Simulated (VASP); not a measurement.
VASP ran on this input.

**INCAR**
```
! general
SYSTEM   =  PbTe
PREC     =  Accurate
ENCUT    =  500   ! plane-wave cut-off (eV)
LREAL    =  .FALSE.   ! projection in real space or not
LASPH    =  .TRUE.

! electronic loop
EDIFF    =  1E-6
NELM     =  100   ! most electronic steps
ALGO     =  Normal   ! blocked Davidson
LMAXMIX  =  4

! smearing
ISMEAR   =  0   ! Gaussian
SIGMA    =  0.05

! functional
GGA      =  PE   ! PBE

! ions
IBRION   =  2
NSW      =  40   ! most ionic steps
ISIF     =  3   ! ions, shape and volume
EDIFFG   =  -0.02
PSTRESS  =  50   ! kbar

! output
LWAVE    =  .FALSE.
LCHARG   =  .FALSE.
```

**KPOINTS**
```
K-points
0
gamma
  7 7 7
```

### POSCAR
```
PbTe
1
    0.0000000000     3.2818670601     3.2818670601
    3.2818670601     0.0000000000     3.2818670601
    3.2818670601     3.2818670601     0.0000000000
Te Pb
1 1
Direct
  0.5000000000   0.5000000000   0.5000000000
  0.0000000000   0.0000000000   0.0000000000
```

POTCAR, in this order: Te Pb_d (PBE.64 set). Program: vasp_std.

### Question
Translate this PBE calculation to Ansatz.

### Answer
One equivalent input (not run):
Ansatz 0.2 input:
```yaml
crystal:
  lattice:
    - [0.0000000, 3.2818671, 3.2818671]
    - [3.2818671, 0.0000000, 3.2818671]
    - [3.2818671, 3.2818671, 0.0000000]
  atoms:
    - { symbol: Te, position: [0.5000000, 0.5000000, 0.5000000] }
    - { symbol: Pb, position: [0.0000000, 0.0000000, 0.0000000] }
kpoints:
  mp_grid: { grid: [7, 7, 7] }
hamiltonian:
  xc: pbe
  pseudopotentials: { kind: paw }
scf:
  occupations: { method: gaussian, width: 0.05 }
  max_iter: 100
relax:
  max_steps: 40
  f_tol: 0.02
  cell: { p_target: 5 }
output: { forces: true, stress: true, eigenvalues: true }
```
The two are equivalent in intent, not identical: each code has its own PAW files, so the cut-off isn't converted (ENCUT is set for VASP's; basis.ecutwfc is left out, and Ansatz then takes the one that its files recommend); Ansatz stops its SCF on the density residual and VASP on the energy change (EDIFF).

The compound is PbTe in the rock salt structure. This run relaxes it under an external pressure of 5 GPa. Symmetry was kept, so distortions that lower it aren't found.
